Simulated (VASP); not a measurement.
OSZICAR of a VASP run on Be₂Ge (space group P-3m1):

OSZICAR:
```
       N       E                     dE             d eps       ncg     rms          rms(c)
DAV:   1     0.690083185378E+02    0.69008E+02   -0.72542E+03   462   0.187E+03
DAV:   2    -0.102860242459E+01   -0.70037E+02   -0.68612E+02   472   0.371E+02
DAV:   3    -0.908710569168E+01   -0.80585E+01   -0.79266E+01   562   0.882E+01
DAV:   4    -0.926504872906E+01   -0.17794E+00   -0.17790E+00   512   0.144E+01
DAV:   5    -0.926784214208E+01   -0.27934E-02   -0.27934E-02   547   0.190E+00    0.303E+00
DAV:   6    -0.893637600667E+01    0.33147E+00   -0.57198E-01   517   0.307E+00    0.128E+00
DAV:   7    -0.892265166434E+01    0.13724E-01   -0.46864E-02   527   0.332E+00    0.732E-01
DAV:   8    -0.891906061181E+01    0.35911E-02   -0.20861E-02   542   0.203E+00    0.110E-01
DAV:   9    -0.891867818214E+01    0.38243E-03   -0.27842E-03   537   0.899E-01    0.532E-02
DAV:  10    -0.891870612182E+01   -0.27940E-04   -0.19983E-04   467   0.131E-01    0.196E-02
DAV:  11    -0.891870407341E+01    0.20484E-05   -0.14407E-05   552   0.496E-02    0.654E-03
DAV:  12    -0.891870380629E+01    0.26713E-06   -0.54860E-06   517   0.206E-02
   1 F= -.89187038E+01 E0= -.89079992E+01  d E =-.214093E-01
```

Which electronic solver shows in the log?

It is blocked Davidson (ALGO = Normal, or the opening steps of other solvers). The INCAR had ALGO = Normal.

Can the final energy be trusted as converged?

The run converged. It stopped with EDIFF = 1E-6, NELM = 100 (PBE GGA, plane waves, VASP's PBE PAW potentials (set 64)).

The structure was generated: Be2Ge was put into an ordered model structure, which need not be its known phase. The cell was not relaxed at this level, and its volume differs by -5.9 % from the start's. The k-mesh is coarse (spacing up to 0.39 per Å, 2π included), so the numbers may not be converged in it.
